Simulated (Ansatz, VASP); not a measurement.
# Sr8Cu3Te4Se9 in two plane-wave programs, part 2 of 2

One calculation is typed for both programs; each brings its own data sets and cutoff. How far apart do they land? The structure shown is the end of the VASP relaxation below.

VASP 6.6.1 and Ansatz 0.2.0.

So far: Starting point; VASP: relaxation, PBE.

## Step 3: Ansatz: single point, PBE

Level of this step: Ansatz beside VASP: Kohn-Sham DFT, plane waves, PBE (Ansatz).

Ansatz runs on its default PAW (the set named soft_2) files.

The same cell, functional, mesh and smearing now go to Ansatz, which takes its cutoff from its data sets.

input.yaml

```yaml
crystal:
  lattice:
    - [-4.76253892, 4.76253892, 7.92171991]
    - [4.76253892, -4.76253892, 7.92171991]
    - [4.76253892, 4.76253892, -7.92171991]
  atoms:
    - { symbol: Te, position: [0.99682863, 0.99682863, 0.0] }
    - { symbol: Te, position: [0.50317137, 0.50317137, 0.0] }
    - { symbol: Te, position: [0.5, 0.0, 0.5] }
    - { symbol: Te, position: [0.0, 0.5, 0.5] }
    - { symbol: Sr, position: [0.63273684, 0.63273684, 0.50521761] }
    - { symbol: Sr, position: [0.12751923, 0.12751923, 0.49478239] }
    - { symbol: Sr, position: [0.12751923, 0.63273684, 0.0] }
    - { symbol: Sr, position: [0.63273684, 0.12751923, 0.0] }
    - { symbol: Sr, position: [0.37248077, 0.37248077, 0.50521761] }
    - { symbol: Sr, position: [0.86726316, 0.86726316, 0.49478239] }
    - { symbol: Sr, position: [0.86726316, 0.37248077, 0.0] }
    - { symbol: Sr, position: [0.37248077, 0.86726316, 0.0] }
    - { symbol: Se, position: [0.50964193, 0.25, 0.25964193] }
    - { symbol: Se, position: [0.99945896, 0.75, 0.24945896] }
    - { symbol: Se, position: [0.99035807, 0.25, 0.74035807] }
    - { symbol: Se, position: [0.50054104, 0.75, 0.75054104] }
    - { symbol: Se, position: [0.25, 0.50964193, 0.25964193] }
    - { symbol: Se, position: [0.75, 0.99945896, 0.24945896] }
    - { symbol: Se, position: [0.75, 0.50054104, 0.75054104] }
    - { symbol: Se, position: [0.25, 0.99035807, 0.74035807] }
    - { symbol: Se, position: [0.25, 0.25, 0.0] }
    - { symbol: Cu, position: [0.75, 0.75, 0.0] }
    - { symbol: Cu, position: [0.75, 0.25, 0.5] }
    - { symbol: Cu, position: [0.25, 0.75, 0.5] }
hamiltonian:
  xc: pbe
  pseudopotentials: { kind: paw }
kpoints:
  mp_grid: { grid: [5, 5, 5] }
scf:
  occupations: { method: methfessel_paxton, width: 0.2 }
  n_extra_bands: 10
output:
  forces: true
  eigenvalues: true
```

Started as:

```sh
> ansatz run input.yaml --threads 4 --pin off --max-ram 18432MiB --backend cpu --events-out ev --progress --plain --runs-dir out
```

Numbers of over 12 decimals in the logs are rounded to 6 here.

What it wrote:

```text
scf.n_extra_bands = 10 over 173 filled bands (N_el = 345.0): the run solves 183 bands
Engine: ansatz 0.2.0, aarch64-unknown-linux-gnu
Pseudopotentials: kind: paw
Pseudopotential: Te, paw, valence charge 16, recommended cutoff 420 eV (normal), Te.paw.azcp
Pseudopotential: Sr, paw, valence charge 10, recommended cutoff 420 eV (normal), Sr.paw.azcp
Pseudopotential: Se, paw, valence charge 16, recommended cutoff 420 eV (normal), Se.paw.azcp
Pseudopotential: Cu, paw, valence charge 19, recommended cutoff 420 eV (normal), Cu.paw.azcp
Functional definition: PBE
  parameter kappa = 0.804
  parameter beta = 0.066725
  exchange = pbe_x(kappa = kappa, mu = beta*pi^2/3)
  correlation = pbe_c(beta = beta)
Crystal: 24 atoms, lattice volume = 718.715 Å³
Basis set: ecut = 420 eV, 14043 PW (Γ), exchange–correlation on 144×144×144 points (8 copies of the dense FFT grid, shifted against one another)
Bands: 183, of which v1, the nominal top of the filled ones, is band 173 counted from 1 (172 counted from 0)
Symmetry: 16 space group operations
Space group: I4/mmm (ITA 139), of the structure as read, at distance tolerance 9.0e-5 Å
k-points: 18 of 125
Non-local potential: Te, projectors of the file, l = 0: 2, l = 1: 2, l = 2: 2, l = 3: 2
Non-local potential: Sr, projectors of the file, l = 0: 3, l = 1: 2, l = 2: 2
Non-local potential: Se, projectors of the file, l = 0: 2, l = 1: 2, l = 2: 3, l = 3: 1
Non-local potential: Cu, projectors of the file, l = 0: 3, l = 1: 2, l = 2: 3, l = 3: 1
PAW form: soft (Blöchl's): semilocal exchange-correlation on the pseudo side does not see the compensation charge
PAW one-centre angular grid: Te, 590 points (default); XC on 64 Gauss nodes
PAW one-centre angular grid: Sr, 110 points (default); XC on 64 Gauss nodes
PAW one-centre angular grid: Se, 590 points (default); XC on 64 Gauss nodes
PAW one-centre angular grid: Cu, 590 points (default); XC on 64 Gauss nodes
Initial density: superposition of atomic densities (neutral atoms: chi_scale 0, normalization atom), corrected by the library's trained network
Initial wavefunctions: pseudopotential atomic-orbital guess
Functional: x = pbe(κ = 0.804, μ = 0.219515), c = pbe(β = 0.066725)
SCF iter   1: F=—  HF=-125395.249390 eV  |F-HF|=—  |Δ(HF+E_count)|=         —  Δρ=3.25e-3  dr2=2.22e-1  ethr=1.77e-3  ⟨swp⟩=7.2  Hψ=14595  notcnv=0
preconditioner: auto → Kerker (q_TF=auto, 2.414 Å⁻¹)  [metal: Δε(μ)=0.027 eV  Ē_g=10.089 eV  σ=0.200 eV  W_gap=0.12  n_scr=170 (ndim 8)  ℏωp=18.3 eV  f_vac=0.006  D(μ)=9.67/eV (n_scr^D=58)]
SCF iter   2: F=—  HF=-125395.247829 eV  |F-HF|=—  |Δ(HF+E_count)|=   1.56e-3  S|Δr|=    0.00e0  Δρ=1.67e-3  dr2=8.88e-2  ethr=6.43e-5  ⟨swp⟩=2.0  Hψ=4841  notcnv=0  defer=6
SCF iter   3: F=—  HF=-125395.239775 eV  |F-HF|=—  |Δ(HF+E_count)|=   8.05e-3  S|Δr|=    0.00e0  Δρ=9.20e-4  dr2=2.14e-2  ethr=2.57e-5  ⟨swp⟩=2.0  Hψ=4111  notcnv=0  defer=6
SCF iter   4: F=—  HF=-125395.237454 eV  |F-HF|=—  |Δ(HF+E_count)|=   2.32e-3  S|Δr|=    0.00e0  Δρ=8.64e-4  dr2=9.58e-3  ethr=6.20e-6  ⟨swp⟩=2.0  Hψ=6291  notcnv=0  defer=6
SCF iter   5: F=—  HF=-125395.235533 eV  |F-HF|=—  |Δ(HF+E_count)|=   1.92e-3  S|Δr|=    0.00e0  Δρ=4.14e-4  dr2=3.24e-3  ethr=2.78e-6  ⟨swp⟩=2.0  Hψ=6304  notcnv=0  defer=6
SCF iter   6: F=—  HF=-125395.234866 eV  |F-HF|=—  |Δ(HF+E_count)|=   6.67e-4  S|Δr|=    0.00e0  Δρ=1.86e-4  dr2=8.21e-4  ethr=9.39e-7  ⟨swp⟩=2.0  Hψ=6125  notcnv=0  defer=6
SCF iter   7: F=—  HF=-125395.234728 eV  |F-HF|=—  |Δ(HF+E_count)|=   1.38e-4  S|Δr|=    0.00e0  Δρ=2.03e-4  dr2=2.70e-4  ethr=2.38e-7  ⟨swp⟩=2.0  Hψ=6288  notcnv=0  defer=6
SCF iter   8: F=—  HF=-125395.234696 eV  |F-HF|=—  |Δ(HF+E_count)|=   3.20e-5  S|Δr|=    0.00e0  Δρ=8.80e-5  dr2=8.97e-5  ethr=7.81e-8  ⟨swp⟩=2.0  Hψ=6341  notcnv=0  defer=6
SCF iter   9: F=—  HF=-125395.234604 eV  |F-HF|=—  |Δ(HF+E_count)|=   9.20e-5  S|Δr|=    0.00e0  Δρ=2.81e-5  dr2=1.93e-5  ethr=2.60e-8  ⟨swp⟩=2.0  Hψ=6345  notcnv=0  defer=8
SCF iter  10: F=—  HF=-125395.234603 eV  |F-HF|=—  |Δ(HF+E_count)|=   1.36e-6  S|Δr|=    0.00e0  Δρ=9.86e-6  dr2=2.96e-6  ethr=5.59e-9  ⟨swp⟩=2.0  Hψ=4137  notcnv=0  defer=8
SCF iter  11: F=—  HF=-125395.234602 eV  |F-HF|=—  |Δ(HF+E_count)|=   9.72e-8  S|Δr|=    0.00e0  Δρ=5.43e-6  dr2=7.40e-7  ethr=8.58e-10  ⟨swp⟩=2.0  Hψ=6129  notcnv=0  defer=8
SCF iter  12: F=—  HF=-125395.234602 eV  |F-HF|=—  |Δ(HF+E_count)|=   4.37e-8  S|Δr|=    0.00e0  Δρ=3.23e-6  dr2=1.68e-7  ethr=2.15e-10  ⟨swp⟩=2.0  Hψ=6127  notcnv=0  defer=8
SCF iter  13: F=-125395.234602 eV  HF=-125395.234602 eV  |F-HF|=2.45e-8  |Δ(HF+E_count)|=   3.97e-8  S|Δr|=    0.00e0  Δρ=1.61e-6  dr2=4.39e-8  ethr=2.90e-11  ⟨swp⟩=12.1  Hψ=20919  notcnv=0
SCF 1 converged in 13 iterations: F = -125395.234602 eV  dr2 = 4.39e-8
  greatest PAW one-centre occupation: 1.000 electrons in one spin orbital (limit 2), on the Cu atom at site 21 (counted from 0), in its partial waves of l = 0
SCF converged after 13 iterations
Stability not checked: this state was not tested for a lower state beside it, because cold or Methfessel-Paxton smearing, or corrected tetrahedra, fill the levels in a way that the test cannot read (fill_not_monotonic; see scf.lower_state_search)
Free energy (F): -125395.234602 eV
Harris-Foulkes:  -125395.234602 eV  (|F-HF|=2.45e-8)
Internal energy: -125395.211315 eV  (E = F + TS)
E sigma→0 (E₀):  -125395.228781 eV
Entropy (-TS):   -0.023287 eV (-0.970 meV/atom)
Fermi energy:    7.654536 eV
--- Per-component energies (eV) ---
  E_band       = -6912.850946
  E_kinetic    = 4653.779999
  E_local      = -62416.488512  (includes V_loc(G=0)·N_el)
  E_nonlocal   = -3803.833465
  E_hartree    = 29428.545175
  E_xc         = -3094.457790
  E_vxc        = -2948.944843  (∫ρ·V_xc dr)
  E_paw        = -62410.170725  (= ΣΔE_a)
  E_vpaw       = -1254.450905  (= ΣTr[D̂ρ^β])
  E_aug_tail   = -0.005133  (compensation charges beyond the density's cutoff)
  E_ewald      = -27752.580863
  E_smearing   = -0.023287  (= −TS)
  E_closure    = -0.000000  (closes the sum)
  Σ components = -125395.234602   (vs F -125395.234602, Δ=0.00e0)
--- Forces (eV/Å), atoms counted from 1 ---
  atom   1  Te     0.00000000    -0.00000000    -0.05147442
  atom   2  Te     0.00000000     0.00000000     0.05147442
  atom   3  Te    -0.00000000    -0.00000000     0.00000000
  atom   4  Te    -0.00000000    -0.00000000     0.00000000
  atom   5  Sr     0.00417048     0.00417048    -0.04116872
  atom   6  Sr    -0.00417048    -0.00417048    -0.04116872
  atom   7  Sr     0.00417048    -0.00417048    -0.04116872
  atom   8  Sr    -0.00417048     0.00417048    -0.04116872
  atom   9  Sr     0.00417048     0.00417048     0.04116872
  atom  10  Sr    -0.00417048    -0.00417048     0.04116872
  atom  11  Sr     0.00417048    -0.00417048     0.04116872
  atom  12  Sr    -0.00417048     0.00417048     0.04116872
  atom  13  Se     0.00000000     0.03286189    -0.00000000
  atom  14  Se     0.00000000     0.00437490    -0.00000000
  atom  15  Se     0.00000000    -0.03286189     0.00000000
  atom  16  Se    -0.00000000    -0.00437490    -0.00000000
  atom  17  Se     0.03286189     0.00000000     0.00000000
  atom  18  Se     0.00437490     0.00000000    -0.00000000
  atom  19  Se    -0.00437490     0.00000000     0.00000000
  atom  20  Se    -0.03286189     0.00000000     0.00000000
  atom  21  Se     0.00000000     0.00000000    -0.00000000
  atom  22  Cu     0.00000000     0.00000000     0.00000000
  atom  23  Cu     0.00000000     0.00000000     0.00000000
  atom  24  Cu     0.00000000     0.00000000     0.00000000
  max |Σ_I F_I| component: 1.38e-17 eV/Å
--- Band table (eV; the first three rows and the last of 18) ---
  k-point 0: bands = [... 169 lower, 7.2549, 7.2810, 7.6767, 7.8998, 9.0383, 9.4332, 9.6878, 9.6932, ... 6 higher]
  k-point 1: bands = [... 169 lower, 7.1712, 7.5053, 7.5070, 7.6583, 8.4615, 9.0828, 9.6981, 9.7923, ... 6 higher]
  k-point 2: bands = [... 169 lower, 7.0985, 7.3106, 7.4984, 7.5967, 8.0501, 9.1316, 9.8434, 9.8688, ... 6 higher]
  k-point 17: bands = [... 169 lower, 7.2450, 7.2687, 7.5285, 7.6988, 8.5889, 9.4084, 9.6498, 9.7922, ... 6 higher]
```

It took 92 s on 4 threads of Arm Neoverse V1, shared host; peak memory 3.8 GiB.

## Step 4: Differences

Known differences besides the potentials themselves: the data sets hold 345 valence electrons in Ansatz (default PAW (the set named soft_2) files) and 191 in VASP; the cutoff is 420 eV in Ansatz and 300 eV in VASP (PREC = Normal, projectors in real space); VASP leaves aspherical gradient terms in its spheres out (LASPH is not set), Ansatz keeps them. Total energies have different zeros and are not compared.

At this near-relaxed geometry the largest component of a force difference is 29 meV/Å. VASP's last cycles still show a density residual of 3e-03, so its state may not be settled.

## Step 5: What came out

```yaml
r_m_s_force_difference_single_point_pbe: 11 meV/Å
```

In words: The r.m.s. force difference is 11 meV/Å (single point, PBE), within the 12 meV/Å picked in this series as the mark of a large difference. How closely two codes agree says nothing of how well the functional describes the real material.

[Lines on the potential files, build, host, timing and source positions are cut from VASP's logs without a mark.]

[Logs are printed without paths, hosts, clocks, repeated set-up lines and the standing remarks that a program may print on its own settings, such as how far it seeks lower states.]

[Hosts, paths, dates, database ids (printed as entryN), source tags and the programs' standing remarks are cut or masked in the printed files.]
